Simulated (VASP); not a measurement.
Shape and ions are relaxed at each volume.

Energy against volume of Te (trig). Calculation: LDA (Ceperley-Alder, Perdew-Zunger), VASP's LDA PAW potentials (set 64) (plane waves; VASP 6.6.1).

```tsv
V (Å³/atom)	E (eV/atom)
29.457	-3.78859
30.397	-3.80058
31.338	-3.80412
32.278	-3.80096
33.218	-3.79265
```

### Question
Fit a third-order Birch-Murnaghan equation of state.

### Answer

The volume per atom is 31.33 Å^3/atom, the bulk modulus is 37.8 GPa and the pressure derivative of the bulk modulus is 7.16.

Measured: bulk modulus 19.0 GPa (computed value off by +98.7 %), as given by Seho Yi et al., Inorganic Chemistry (2018), arXiv:1712.00894. The calculation is for a static lattice, while the measured bulk modulus holds thermal and zero-point effects, which are part of the difference.

The compound is Te in the trig structure. It was relaxed first, which changed the volume by -8 %.
